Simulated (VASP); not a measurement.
The system is CoO.

```
CELL_PARAMETERS angstrom
0.00000 2.13150 2.13150
2.13150 0.00000 2.13150
2.13150 2.13150 0.00000
ATOMIC_POSITIONS crystal
Co 0.00000 0.00000 0.00000
O 0.50000 0.50000 0.50000
```

Base run:

| Item | Value |
| --- | --- |
| Program | VASP 6.6.1 |
| Functional | r2SCAN |
| Potentials or basis | VASP PAW PBE potentials, release 64 (Co, O) |
| Cutoff | 520 eV |
| k mesh | 8 × 8 × 8 |
| Occupations | gaussian, width 0.05 eV |
| Spin | collinear spin, ferromagnetic start |
| Starting moments | [2.0, 0.0] μB |
| Hubbard terms | Co d U = 2 eV |

Its results: band gap on the k mesh none (metal or under the smearing width); pressure -7.6 GPa.

Question: The run is repeated on the same cell with these changes: spin from collinear spin, ferromagnetic start to no spin polarisation; further incar settings from ALGO = Normal; EDIFF = 1e-07 to ALGO = Normal; EDIFF = 1e-06; NBANDS = 14. What comes out?

Answer: Band gap on the k mesh none (metal or under the smearing width); pressure -25.4 GPa.

Caveats: the PAW data sets were made with another functional, which shifts forces and pressure a little; a cell with one magnetic atom can't hold antiferromagnetic order, which such compounds often take (some runs); an odd number of electrons without spin polarisation forces a metal (some runs); a magnetic or distorted state may lie lower (some runs); U without spin polarisation on a metal has little footing (some runs).

Not every run made on this cell is shown here.
